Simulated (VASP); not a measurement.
# BaAs: structure and properties in VASP, part 2 of 3

What structure does BaAs take at this level, and what are its properties? The cell is invented: other elements were put on sites of a known structure type. It may not be a known or stable phase.

VASP 6.6.1, plane waves and PAW; the level of theory is named at each step.

Still holding for the runs below: This run has no spin polarisation. Its electron count is odd, so without a moment it is a metal by construction. The k-mesh is coarse for a metal.

So far. Step 3 (Second relaxation): It ends with forces that vanish by symmetry and a pressure of -0.04 GPa. The volume moved by under 0.01 %: the run met its threshold at the first step. Step 4 (Density, ELF and potential (PBE)): In this run the pressure is -0.04 GPa, small enough to go on. The relaxed cell has a = 4.045 Å (conventional setting).

**5. Band structure (PBE)**

Level of this step: PBE; plane waves and PAW (Ba_sv, As); invented cell (VASP).

Levels along the symmetry lines show where the bands peak and cross; KPOINTS_OPT computes them in the converged potential.

File INCAR:

```
SYSTEM = BaAs
PREC = Accurate
ENCUT = 400
EDIFF = 1E-06
NELM = 100
ISMEAR = -1
SIGMA = 0.05
LREAL = .FALSE.
ALGO = Normal
GGA = PE
LORBIT = 11
LWAVE = .FALSE.
LCHARG = .FALSE.
```

File POSCAR:

```
BaAs
1.0
    4.0445829706      0.0000000000      0.0000000000
    0.0000000000      4.0445829706      0.0000000000
    0.0000000000      0.0000000000      4.0445829706
Ba As
1 1
Direct
    0.0000000000      0.0000000000      0.0000000000
    0.5000000000      0.5000000000      0.5000000000
```

File KPOINTS:

```
Automatic mesh
0
Gamma
5 5 5
0 0 0
```

File KPOINTS_OPT:

```
Line mode
16
Line-mode
Reciprocal
  0.00000000   0.00000000   0.00000000 GAMMA
  0.00000000   0.50000000   0.00000000 X

  0.00000000   0.50000000   0.00000000 X
  0.50000000   0.50000000   0.00000000 M

  0.50000000   0.50000000   0.00000000 M
  0.00000000   0.00000000   0.00000000 GAMMA

  0.00000000   0.00000000   0.00000000 GAMMA
  0.50000000   0.50000000   0.50000000 R

  0.50000000   0.50000000   0.50000000 R
  0.00000000   0.50000000   0.00000000 X

  0.50000000   0.50000000   0.00000000 M
  0.50000000   0.50000000   0.50000000 R
```

Potentials, in the order of the species: Ba_sv and As (PBE family, release 64).

Launch:

```console
$ mpirun -np 1 vasp_std
```

The log of the run:

```text
[... set-up lines as in an earlier step ...]
 entering main loop
       N       E                     dE             d eps       ncg     rms          rms(c)
[... 11 cycles as in an earlier step ...]
   1 F= -.82048405E+01 E0= -.81987958E+01  d E =-.120895E-01
 Start KPOINTS_OPT (optional k-point list driver)
k-point batch [1-10\96]
       N       E                     dE             ncg
DAV:   1    -0.338697902927E+03   -0.11001E+04      220
DAV:   2    -0.107390768083E+04   -0.73521E+03      267
DAV:   3    -0.111228573032E+04   -0.38378E+02      281
DAV:   4    -0.111302301487E+04   -0.73728E+00      294
DAV:   5    -0.111303876562E+04   -0.15751E-01      273
DAV:   6    -0.111303937815E+04   -0.61253E-03      329
DAV:   7    -0.111303938172E+04   -0.35721E-05      263
DAV:   8    -0.111303938175E+04   -0.21114E-07      176
[...]
k-point batch [91-96\96]
       N       E                     dE             ncg
DAV:   1     0.141340529658E+04   -0.32645E+04      132
DAV:   2     0.108492196633E+04   -0.32848E+03      181
DAV:   3     0.107410341677E+04   -0.10819E+02      184
DAV:   4     0.107392370801E+04   -0.17971E+00      185
DAV:   5     0.107392260392E+04   -0.11041E-02      184
DAV:   6     0.107392259605E+04   -0.78766E-05      197
DAV:   7     0.107392259602E+04   -0.29390E-07      117
```

Run time: 33 s. Hardware: 1 MPI rank of AMD EPYC 7R43, shared host; peak memory 0.12 GiB.

Parts of OUTCAR (step 5):

```text
   NELECT =      15.0000    total number of electrons

 E-fermi :   2.7521

[... 20 parts as in an earlier step ...]

[... 2 further parts left out ...]
```

Spin-orbit coupling is off here; with elements this heavy it splits and shifts levels by tenths of an eV or more.

The electronic bands at the labelled points (eV, zero at the Fermi level; # counts the bands kept):

| point | #1 | #2 | #3 | #4 | #5 |
| --- | --- | --- | --- | --- | --- |
| Γ | -9.88 | 0.54 | 0.54 | 0.54 | 0.94 |
| 0.47 of the way | -9.43 | -1.52 | 0.21 | 0.21 | 1.27 |
| X | -8.90 | -2.89 | -0.18 | -0.18 | 1.84 |
| 0.53 of the way | -9.09 | -2.08 | -0.88 | 0.28 | 2.13 |
| M | -9.27 | -1.21 | -1.21 | 0.88 | 1.41 |
| 0.47 of the way | -9.18 | -1.74 | -0.83 | 0.24 | 2.21 |
| Γ | -9.88 | 0.54 | 0.54 | 0.54 | 0.94 |
| 0.47 of the way | -9.15 | -1.07 | -1.07 | -1.03 | 3.12 |
| R | -8.81 | -2.50 | -2.50 | -2.50 | 6.07 |
| 0.47 of the way | -9.06 | -1.96 | -1.71 | -0.57 | 3.23 |
| X | -8.90 | -2.89 | -0.18 | -0.18 | 1.84 |
| jump to M | -9.27 | -1.21 | -1.21 | 0.88 | 1.41 |
| 0.53 of the way | -9.03 | -2.00 | -2.00 | -1.44 | 3.22 |
| R | -8.81 | -2.50 | -2.50 | -2.50 | 6.07 |

Of the projections kept (Ba, As), the largest for each band there; the rest of the weight can lie on other orbitals:

| point | #1 | #2 | #3 | #4 | #5 |
| --- | --- | --- | --- | --- | --- |
| Γ | As 0.97 | As 0.93 | As 0.93 | As 0.93 | Ba 0.96 |
| X | As 0.83 | As 0.71 | As 0.74 | As 0.74 | Ba 1.00 |
| M | As 0.98 | As 0.81 | As 0.81 | As 1.00 | Ba 0.96 |
| Γ | As 0.97 | As 0.93 | As 0.93 | As 0.93 | Ba 0.96 |
| R | As 1.00 | As 0.67 | As 0.67 | As 0.67 | Ba 0.75 |
| X | As 0.83 | As 0.71 | As 0.74 | As 0.74 | Ba 1.00 |

The electronic bands as a text plot (rows in eV, shown from -8.0 to 6.1 only):

```
    5.8 |                                     **                *
    5.2 |                                    *  *              *
    4.6 |                                   *    *
    4.0 |                                  *      *           *
    3.4 |                                **        *         *
    2.8 |                              **           **
    2.3 |         ***     ****       **               **    *
    1.7 |    *****   *****    **    *                   ****
    1.1 |****          **       ****
    0.5 |***        ***  ***********                      *
   -0.1 | * ********           **   **              ****** *
   -0.7 |  *      ***       ****    ****           *  **    *
   -1.3 |   *        *******  *        *****      * **    ** *
   -1.8 |    *      **    ****            ***    *****      ***
   -2.4 |     *   **                        ******    **      ***
   -3.0 |      ***                                      **
   -3.6 |
   -4.2 |
   -4.8 |
   -5.4 |
   -5.9 |
   -6.5 |
   -7.1 |
   -7.7 |
         Γ      X      M          Γ            R        X|M     R
```

There is no gap at this level.

**6. Total and projected DOS (PBE)**

A density of states needs more k-points than a total energy; ISMEAR = -5 takes tetrahedra, and LORBIT projects the states on the PAW spheres. The mesh is finer than in the run before.

INCAR, as its differences from that of step 5:

```diff
@@ -5,3 +5,3 @@
 NELM = 100
-ISMEAR = -1
+ISMEAR = -5
 SIGMA = 0.05
@@ -13 +13,2 @@
 LCHARG = .FALSE.
+NEDOS = 2001
```

POSCAR is that of step 5.

File KPOINTS:

```
Automatic mesh
0
Gamma
7 7 7
0 0 0
```

Launch:

```console
$ mpirun -np 1 vasp_std
```

The log of the run:

```text
[... set-up lines as in an earlier step ...]
 entering main loop
       N       E                     dE             d eps       ncg     rms          rms(c)
DAV:   1     0.671167487817E+02    0.67117E+02   -0.53146E+03   440   0.904E+02
DAV:   2    -0.458187809799E+01   -0.71699E+02   -0.68581E+02   552   0.173E+02
DAV:   3    -0.812548503476E+01   -0.35436E+01   -0.35137E+01   571   0.415E+01
DAV:   4    -0.819892889741E+01   -0.73444E-01   -0.73822E-01   531   0.611E+00
DAV:   5    -0.820266118945E+01   -0.37323E-02   -0.37730E-02   655   0.108E+00    0.332E+00
DAV:   6    -0.814076751691E+01    0.61894E-01   -0.12914E-01   550   0.203E+00    0.202E+00
DAV:   7    -0.813603004122E+01    0.47375E-02   -0.81406E-02   629   0.195E+00    0.409E-01
DAV:   8    -0.813723189655E+01   -0.12019E-02   -0.65509E-03   488   0.591E-01    0.748E-02
DAV:   9    -0.813761270869E+01   -0.38081E-03   -0.50405E-04   509   0.204E-01    0.372E-02
DAV:  10    -0.813764987788E+01   -0.37169E-04   -0.32908E-05   543   0.490E-02    0.178E-02
DAV:  11    -0.813764578379E+01    0.40941E-05   -0.11563E-05   610   0.198E-02    0.656E-03
DAV:  12    -0.813764674713E+01   -0.96334E-06   -0.75129E-07   343   0.783E-03
   1 F= -.81376467E+01 E0= -.81376467E+01  d E =0.000000E+00
 -----------------------------------------------------------------------------
|                                                                             |
|           W    W    AA    RRRRR   N    N  II  N    N   GGGG   !!!           |
|           W    W   A  A   R    R  NN   N  II  NN   N  G    G  !!!           |
|           W    W  A    A  R    R  N N  N  II  N N  N  G       !!!           |
|           W WW W  AAAAAA  RRRRR   N  N N  II  N  N N  G  GGG   !            |
|           WW  WW  A    A  R   R   N   NN  II  N   NN  G    G                |
|           W    W  A    A  R    R  N    N  II  N    N   GGGG   !!!           |
|                                                                             |
|     Tetrahedron method does not include variations of the Fermi             |
|     occupations, so forces and stress will be inaccurate. We suggest        |
|     using a different smearing scheme ISMEAR = 1 or 2 for metals in         |
|     relaxations.                                                            |
|                                                                             |
 -----------------------------------------------------------------------------
```

Elapsed: 12 s, on 1 MPI rank; peak memory 0.12 GiB.

From OUTCAR (step 6):

```text
   k-points           NKPTS =     20   k-points in BZ     NKDIM =     20   number of bands    NBANDS=     11

   NELECT =      15.0000    total number of electrons

 E-fermi :   2.7165

 k-point     1 :       0.0000    0.0000    0.0000
  band No.  band energies     occupation
    ...
      2      -9.8601      2.00000
      3      -9.8601      2.00000
      4      -9.8601      2.00000
      5      -7.1303      2.00000
      6       3.2894      1.14474
      7       3.2894     -0.23132
      8       3.2894     -0.06086
      9       3.6987      0.00000
     10       3.6987      0.00000
     11       5.8671      0.00000

  Total       -0.0719174     -0.0719174     -0.0719174      0.0000000      0.0000000     -0.0000000
  in kB       -1.7414994     -1.7414994     -1.7414994      0.0000000      0.0000000     -0.0000000
  external PRESSURE =      -1.7414994 kB  Pullay stress =       0.0000000 kB

  FREE ENERGIE OF THE ION-ELECTRON SYSTEM (eV)
  ---------------------------------------------------
  free  energy   TOTEN  =        -8.1376467471 eV

  energy  without entropy=       -8.1376467471  energy(sigma->0) =       -8.13764675

[... 7 parts as in an earlier step ...]

[... 10 further parts left out ...]
```

With tetrahedra the forces and stress of a metal are not exact derivatives of the energy.

This step gave:

| Property | Result |
| --- | --- |
| SCF cycles | 12 |
| irreducible k-points | 20 |
| free energy (TOTEN) | -8.138 eV |
| Fermi energy | 2.716 eV |
| pressure | -0.1741 GPa |
| DOS at the Fermi level | 4.290 states/eV/cell |

The density of states has structure finer than the step of the table below, so its rows give means over 1 eV, whole bins alone (the curve runs from -12.0 to 3.13 eV). Peaks (eV: height): total -9.1: 10.3, -1.8: 3.88, 0.0: 4.76, 2.2: 2.53; As p -1.8: 1.01, 0.0: 1.73; Ba d 0.0: 0.313, 2.2: 1.04; Ba p -9.1: 0.585, -1.8: 0.108; As s -9.1: 6.18.

States under -12.0 eV and over 3.1 eV are left out. Density of states against energy, zero at the Fermi level; means over each step; values in states/eV/cell:

| energy (eV) | total | As p | Ba d | Ba p | As s |
| --- | --- | --- | --- | --- | --- |
| -11 | 0 | 0 | 0 | 0 | 0 |
| -10 | 0.0528 | 3.3e-5 | 1.1e-5 | 0.00275 | 0.0291 |
| -9 | 1.93 | 5.1e-4 | 0.0105 | 0.113 | 1.15 |
| -8 | 0 | 0 | 0 | 0 | 0 |
| -7 | 0 | 0 | 0 | 0 | 0 |
| -6 | 0 | 0 | 0 | 0 | 0 |
| -5 | 0 | 0 | 0 | 0 | 0 |
| -4 | 0 | 0 | 0 | 0 | 0 |
| -3 | 0.0457 | 0.0104 | 0.00139 | 5.0e-4 | 1.6e-4 |
| -2 | 2.11 | 0.545 | 0.119 | 0.0503 | 0.00744 |
| -1 | 1.78 | 0.528 | 0.109 | 0.0512 | 0.00988 |
| 0 | 2.04 | 0.725 | 0.126 | 0.0374 | 0.00926 |
| 1 | 0.0876 | 0.0144 | 0.0231 | 3.0e-4 | 2.7e-4 |
| 2 | 1.37 | 0.0292 | 0.556 | 0.0155 | 0.00108 |

The finer mesh and the other smearing move the Fermi level by -0.04 eV from the 5×5×5 run, a small shift, which tests the Fermi level alone. Of the states within 0.3 eV of the Fermi level, the largest shares in the PAW spheres are As p 36 % and Ba d 6 %. The rest lies in smaller channels or between the spheres.

**7. Optical spectrum (PBE)**

LOPTICS sums transitions from filled to empty bands. NBANDS is raised for it.

INCAR, as its differences from that of step 6:

```diff
@@ -5,3 +5,3 @@
 NELM = 100
-ISMEAR = -5
+ISMEAR = -1
 SIGMA = 0.05
@@ -13,2 +13,5 @@
 LCHARG = .FALSE.
-NEDOS = 2001
+LOPTICS = .TRUE.
+NEDOS = 1500
+CSHIFT = 0.1
+NBANDS = 23
```

POSCAR is that of step 6.

KPOINTS is that of step 6.

Launch:

```console
$ mpirun -np 1 vasp_std
```

The log of the run:

```text
[... set-up lines as in an earlier step ...]
 entering main loop
       N       E                     dE             d eps       ncg     rms          rms(c)
DAV:   1     0.520704090116E+02    0.52070E+02   -0.48153E+03   920   0.438E+02
DAV:   2    -0.604054633603E+01   -0.58111E+02   -0.55006E+02  1207   0.108E+02
DAV:   3    -0.818623273925E+01   -0.21457E+01   -0.21252E+01  1221   0.183E+01
DAV:   4    -0.821474886246E+01   -0.28516E-01   -0.28510E-01  1084   0.205E+00
DAV:   5    -0.821527958689E+01   -0.53072E-03   -0.53071E-03  1203   0.243E-01    0.333E+00
DAV:   6    -0.815244024621E+01    0.62839E-01   -0.19143E-02  1142   0.975E-01    0.202E+00
DAV:   7    -0.814694458427E+01    0.54957E-02   -0.27151E-02  1229   0.971E-01    0.475E-01
DAV:   8    -0.814856036750E+01   -0.16158E-02   -0.63213E-03  1081   0.374E-01    0.154E-01
DAV:   9    -0.814858670046E+01   -0.26333E-04   -0.90950E-05  1046   0.542E-02    0.475E-02
DAV:  10    -0.814870345028E+01   -0.11675E-03   -0.14726E-04  1025   0.607E-02    0.270E-02
DAV:  11    -0.814870337166E+01    0.78626E-07   -0.49700E-06  1191   0.989E-03
   1 F= -.81487034E+01 E0= -.81370547E+01  d E =-.232973E-01
 optical routines
 imaginary and real dielectric function
 recalculating local potential from charge density
 direction            1
 direction            2
 direction            3
```

Wall time 20 s (1 MPI rank); peak memory 0.14 GiB.

Parts of OUTCAR (step 7):

```text
   k-points           NKPTS =     20   k-points in BZ     NKDIM =     20   number of bands    NBANDS=     23

   NELECT =      15.0000    total number of electrons

 E-fermi :   2.7013

 k-point     1 :       0.0000    0.0000    0.0000
  band No.  band energies     occupation
      1     -24.8991      2.00000
      2      -9.8608      2.00000
      3      -9.8608      2.00000
      4      -9.8608      2.00000
      5      -7.1300      2.00000
      6       3.2898      0.00002
      7       3.2898      0.00002
      8       3.2898      0.00002
      9       3.6981      0.00000
     10       3.6981      0.00000
    ...

  Total       -0.0840163     -0.0840163     -0.0840163     -0.0000000      0.0000000     -0.0000000
  in kB       -2.0344787     -2.0344787     -2.0344787     -0.0000000      0.0000000     -0.0000000
  external PRESSURE =      -2.0344787 kB  Pullay stress =       0.0000000 kB

  FREE ENERGIE OF THE ION-ELECTRON SYSTEM (eV)
  ---------------------------------------------------
  free  energy   TOTEN  =        -8.1487033717 eV

  energy  without entropy=       -8.1254061020  energy(sigma->0) =       -8.13705474

 plasma frequency squared (from intraband transitions) (eV^2)
  --------------------------------------------------------------------------------------
      21.976       0.000       0.000
       0.000      21.976      -0.000
       0.000      -0.000      21.976

[... 8 parts as in an earlier step ...]

[... 9 further parts left out ...]
```

These are independent-particle spectra without excitons or local fields, and fine structure depends on the mesh and on CSHIFT. The intraband (Drude) part is not in this spectrum.

Numbers from this step:

```yaml
scf_cycles: 11
bands: 23
free_energy_toten: -8.149 eV
energy_at_zero_smearing: -8.137 eV
fermi_energy: 2.701 eV
pressure: -0.2034 GPa
```

The imaginary dielectric function, xx has structure finer than the step of the table below, so its rows give means over 1 eV, whole bins alone (the curve runs from 0 to 25.0 eV). Peaks (eV: height): 0.5: 21.3, 1.2: 10.6, 3.7: 10.3, 4.4: 9.41, 16.7: 3.40.

The imaginary dielectric function, xx by photon energy; means over each step:

photon energy (eV), imaginary dielectric function, xx and a bar:
```
        1        9.8 ##############################
        2        2.4 #######
        3        3.6 ###########
        4        8.4 ##########################
        5        8.0 ########################
        6        4.2 #############
        7        2.6 ########
        8        1.7 #####
        9        2.0 ######
       10        1.3 ####
       11        1.0 ###
       12        0.7 ##
       13        0.6 ##
       14        1.0 ###
       15        1.9 #####
       16        1.3 ####
       17        2.4 #######
       18        1.6 ####
       19        1.2 ###
       20        0.9 ##
       21        0.4 #
       22        0.4 #
       23        0.3 
       24        0.1
```

Real dielectric function, xx against photon energy:

| photon energy (eV) | real dielectric function, xx |
| --- | --- |
| 0 | 24.4 |
| 1 | 5.92 |
| 2 | 5.70 |
| 3 | 6.64 |
| 4 | 4.19 |
| 5 | 0.498 |
| 6 | -2.20 |
| 7 | -0.857 |
| 8 | -0.181 |
| 9 | 0.592 |
| 10 | 0.198 |
| 11 | 0.422 |
| 12 | 0.660 |
| 13 | 0.814 |
| 14 | 1.80 |
| 15 | 0.742 |
| 16 | 2.02 |
| 17 | -0.273 |
| 18 | 0.114 |
| 19 | -0.449 |
| 20 | -0.318 |
| 21 | -0.376 |
| 22 | 0.106 |
| 23 | 0.129 |
| 24 | 0.193 |

[end of part 2 of 3]

[Lines on the potential files, build, host, timing and source positions are cut from VASP's logs without a mark.]

[Logs are printed without paths, hosts, clocks, repeated set-up lines and the standing remarks that a program may print on its own settings, such as how far it seeks lower states.]

[Hosts, paths, dates, database ids (printed as entryN), source tags and the programs' standing remarks are cut or masked in the printed files.]

[A measured line is paired with the nearest computed mode of its activity, which favours agreement.]
